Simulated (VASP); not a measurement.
Given:

```
Ru3C
1.0
    0.00000     3.14980     3.14980
    3.14980     0.00000     3.14980
    3.14980     3.14980     0.00000
C Ru
1 3
Direct
  0.00000   0.00000   0.00000
  0.50000   0.50000   0.50000
  0.25000   0.25000   0.25000
  0.75000   0.75000   0.75000
```

Computed with PBE GGA, VASP's PBE PAW potentials (set 64) (plane waves; VASP). Numerical set-up: EDIFF = 1E-4, 520 eV cut-off, 6×6×6 Γ-centred mesh, Gaussian smearing of 0.050 eV, potentials C Ru_pv.

Question: Estimate the energy per atom (σ→0), pressure, band gap (on the k-mesh) with the smallest direct gap where there is one.

Answer: 
```yaml
band gap (on the k-mesh): none (metal, semimetal or under 0.01 eV)
energy per atom (σ→0): -7.476 eV/atom
pressure: -36.27 GPa
```

The absolute energy has meaning only against runs of the same code, potentials and settings.

The structure was generated: Ru3C was put into the D03 type (Fm-3m), which need not be its known phase. The cell was not relaxed at this level. The run is one of a series of settings (EDIFF = 1E-4 against the base run), some of them coarse on purpose.
